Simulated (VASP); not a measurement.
# WO (relaxed from the NiAs type structure, space group P6_3/mmc): computed properties

Calculation: r2SCAN meta-GGA, VASP's PBE PAW potentials (set 64) (plane waves; VASP).

- space group: P6_3/mmc (194)
- cell: a = 2.757 Å, b = 2.757 Å, c = 6.500 Å, α = 90.00°, β = 90.00°, γ = 120.00°
- volume per atom: 10.69 Å^3/atom
- band gap (over mesh and band path): none (metal, semimetal or under 0.01 eV)
- density: 15.51 g/cm³

Space group P6₃/mmc (No. 194); a = b = 2.7568 Å, c = 6.4996 Å, α = β = 90.00°, γ = 120.00°

```
atom  site  symmetry       x       y       z
----  ----  --------  ------  ------  ------
W       2a      -3m.  0.0000  0.0000  0.0000
O       2c      -6m2  0.3333  0.6667  0.2500
```

Unless said otherwise, spin-orbit coupling is left out, though it shifts the bands of the heavy elements here.

The structure was generated: WO was put into the NiAs type type (P6_3/mmc), which need not be its known phase. It was relaxed first, which changed the volume by -26 %. Symmetry was kept, so distortions that lower it aren't found.
